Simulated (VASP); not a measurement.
ZnS: band structure with PBE

**Measured values to compare with.**

“Electronic, vibrational, and thermodynamic properties of ZnS (zincblende and rocksalt structure)”, 2009, arxiv:0911.5022 quotes, for a bulk crystal of ZnS at 19 K: band gap 3.85 eV (direct).

Crystal: ZnS.

```xyz
2
Lattice="0.0000 2.7239 2.7239 2.7239 0.0000 2.7239 2.7239 2.7239 0.0000" Properties=species:S:1:pos:R:3 pbc="T T T"
Zn    0.0000    0.0000    0.0000
S     4.0858    4.0858    4.0858
```

The cell is a database's computed one.

```yaml
Program: VASP 6.6.1
Task: band structure
Functional: PBE
Potentials_or_basis: VASP PAW PBE potentials, release 64 (Zn, S)
Cutoff: 300 eV
k_mesh: 12 × 12 × 12
Occupations: gaussian, width 0.02 eV
Spin: no spin polarisation
Further_INCAR_settings: ALGO = Normal; EDIFF = 1e-06
```

- Band gap on the k mesh: 2.00 eV, direct
- Band gap along the path: 2.00 eV, direct

Levels at the corners of the path, in eV from the valence-band top:
```csv
point,band 7,band 8,band 9,band 10,band 11,band 12
Γ,0.00,0.00,0.00,2.00,6.41,6.41
X,-4.46,-2.14,-2.14,3.46,4.08,10.81
X,-4.46,-2.14,-2.14,3.46,4.08,10.81
W,-4.47,-2.63,-2.62,5.72,5.93,7.82
W,-4.47,-2.63,-2.62,5.72,5.93,7.82
K,-4.51,-3.00,-1.74,4.15,5.91,9.34
K,-4.51,-3.00,-1.74,4.15,5.91,9.34
Γ,0.00,0.00,0.00,2.00,6.41,6.41
Γ,0.00,0.00,0.00,2.00,6.41,6.41
L,-5.14,-0.83,-0.83,3.26,6.94,6.94
L,-5.14,-0.83,-0.83,3.26,6.94,6.94
U,-4.51,-3.00,-1.74,4.15,5.91,9.34
U,-4.51,-3.00,-1.74,4.15,5.91,9.34
W,-4.47,-2.63,-2.62,5.72,5.93,7.82
W,-4.47,-2.63,-2.62,5.72,5.93,7.82
L,-5.14,-0.83,-0.83,3.26,6.94,6.94
L,-5.14,-0.83,-0.83,3.26,6.94,6.94
K,-4.51,-3.00,-1.74,4.15,5.91,9.34
U,-4.51,-3.00,-1.74,4.15,5.91,9.34
X,-4.46,-2.14,-2.14,3.46,4.08,10.81
```

Run time: 10 s on 2 MPI ranks on Intel(R) Xeon(R) Platinum 8488C (Sapphire Rapids) (shared host), peak memory 0.14 GiB a rank.

A measured gap of ZnS is 3.85 eV (direct; 19 K; quoted in “Electronic, vibrational, and thermodynamic properties of ZnS (zincblende and rocksalt structure)”, 2009, arxiv:0911.5022); the calculated 2.00 eV misses it by -1.85 eV. The value is that of PBE, without temperature or zero-point motion. Semilocal functionals fall short of measured gaps as a rule. The cell is a database's relaxed one, not the measured one, which moves gaps too.
